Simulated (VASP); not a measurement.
OSZICAR of a VASP run on Ni3Fe (L1_2):

File OSZICAR:
```
       N       E                     dE             d eps       ncg     rms          rms(c)
DAV:   1     0.226442218442E+03    0.22644E+03   -0.17108E+04  6096   0.206E+03
DAV:   2    -0.384498511936E+02   -0.26489E+03   -0.25481E+03  5834   0.366E+02
DAV:   3    -0.536896022632E+02   -0.15240E+02   -0.14502E+02  5980   0.122E+02
DAV:   4    -0.539183186810E+02   -0.22872E+00   -0.22790E+00  6234   0.158E+01
DAV:   5    -0.539247645937E+02   -0.64459E-02   -0.64283E-02  8314   0.223E+00    0.309E+01
DAV:   6    -0.418054980208E+02    0.12119E+02   -0.13841E+02  6110   0.187E+02    0.308E+01
DAV:   7    -0.407108942638E+02    0.10946E+01   -0.39204E+01  7012   0.148E+02    0.309E+01
DAV:   8    -0.348920764216E+02    0.58188E+01   -0.27731E+01  7006   0.753E+01    0.722E+00
DAV:   9    -0.352518477429E+02   -0.35977E+00   -0.16942E+00  6666   0.181E+01    0.329E+00
DAV:  10    -0.353723718210E+02   -0.12052E+00   -0.22341E-01  8122   0.106E+01    0.279E+00
DAV:  11    -0.353437284429E+02    0.28643E-01   -0.79441E-02  8958   0.530E+00    0.131E+00
DAV:  12    -0.353368011845E+02    0.69273E-02   -0.24954E-02  9326   0.244E+00    0.635E-01
DAV:  13    -0.353384892889E+02   -0.16881E-02   -0.17327E-02  8744   0.202E+00    0.526E-01
DAV:  14    -0.353374861274E+02    0.10032E-02   -0.33558E-03  7466   0.147E+00    0.166E-01
DAV:  15    -0.353378546650E+02   -0.36854E-03   -0.64320E-04  7150   0.709E-01    0.184E-01
DAV:  16    -0.353377077254E+02    0.14694E-03   -0.18637E-04  7848   0.354E-01    0.684E-02
DAV:  17    -0.353376528100E+02    0.54915E-04   -0.10077E-04  9612   0.261E-01    0.175E-02
DAV:  18    -0.353376346002E+02    0.18210E-04   -0.25643E-05  6052   0.560E-02    0.125E-02
DAV:  19    -0.353376323886E+02    0.22116E-05   -0.12730E-06  7520   0.215E-02    0.829E-03
DAV:  20    -0.353376222205E+02    0.10168E-04   -0.88936E-07  7848   0.172E-02    0.239E-03
DAV:  21    -0.353376228225E+02   -0.60202E-06   -0.20921E-07  4190   0.648E-03    0.209E-03
DAV:  22    -0.353376217531E+02    0.10694E-05   -0.38906E-08  3098   0.587E-03    0.340E-04
DAV:  23    -0.353376215562E+02    0.19692E-06   -0.23073E-08  3100   0.152E-03    0.347E-04
DAV:  24    -0.353376216483E+02   -0.92061E-07   -0.25515E-09  3080   0.750E-04
   1 F= -.35337622E+02 E0= -.35337622E+02  d E =0.000000E+00  mag=     5.2947
       N       E                     dE             ncg
       N       E                     dE             ncg
```

Problem. Which electronic solver shows in the log?

Solution. It is blocked Davidson (ALGO = Normal, or the opening steps of other solvers). The INCAR had ALGO = Normal.

Problem. How was spin treated?

Solution. Collinear spin (ISPIN = 2): the summary line carries one mag value, 5.29 μB in the cell.

Problem. Can the final energy be trusted as converged?

Solution. Self-consistency was reached. It stopped with EDIFF = 1E-7, NELM = 100 (MS2 meta-GGA, plane waves, VASP's PBE PAW potentials (set 64)).

The compound is Ni3Fe in the L1_2 structure. It was relaxed first.
